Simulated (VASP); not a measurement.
Given:

```
CELL_PARAMETERS angstrom
     -3.18723     3.18723     6.39682
      3.18723    -3.18723     6.39682
      3.18723     3.18723    -6.39682
ATOMIC_POSITIONS crystal
  Mg 0.75000 0.25000 0.50000
  Mg 0.00000 0.00000 0.00000
  Cd 0.25000 0.75000 0.50000
  Cd 0.50000 0.50000 0.00000
  Te 0.62885 0.62500 0.50385
  Te 0.37500 0.87885 0.00385
  Te 0.12115 0.12500 0.49615
  Te 0.87500 0.37115 0.99615
```

All values below come from LDA (Ceperley-Alder, Perdew-Zunger), VASP's LDA PAW potentials (set 64) (plane waves; VASP). Run with 400 eV cut-off, Gaussian smearing of 0.050 eV, potentials Mg Cd Te.

Unless said otherwise, spin-orbit coupling is left out, though it shifts the bands of the heavy elements here.

Question: Give the energies of bands 17 to 30 at the high-symmetry points, in eV from the valence-band maximum.

Answer: 
```tsv
band	Γ	X	P	N	M	S	R
17	-3.28	-3.25	-3.51	-2.96	-2.33	-2.92	-3.23
18	-2.26	-3.25	-3.51	-2.48	-2.33	-2.64	-3.23
19	-2.26	-2.00	-1.38	-2.42	-1.65	-2.19	-1.95
20	-1.98	-2.00	-1.38	-2.28	-1.65	-1.93	-1.95
21	-1.98	-0.75	-1.22	-1.42	-1.62	-1.68	-1.00
22	-1.62	-0.75	-1.22	-1.34	-1.62	-1.66	-1.00
23	-1.62	-0.62	-0.69	-1.32	-0.95	-1.24	-0.73
24	-0.01	-0.62	-0.69	-1.24	-0.95	-1.21	-0.73
25	-0.01	-0.54	-0.57	-0.80	-0.93	-0.60	-0.65
26	0.00	-0.54	-0.57	-0.58	-0.93	-0.58	-0.65
27	1.55	2.33	2.72	3.45	2.53	2.95	2.58
28	2.52	2.33	2.72	3.71	2.53	3.30	2.58
29	2.83	3.84	3.55	4.10	2.67	3.70	4.27
30	4.52	3.84	3.55	4.12	2.67	3.96	4.27
```

The gap is direct, 1.55 eV, from the valence maximum at Γ to the conduction minimum at Γ.

The structure comes from a computed database's MgCdTe2 entry (I-42d); how it stands against other phases isn't given here. It was relaxed first, which changed the volume by -6 %.
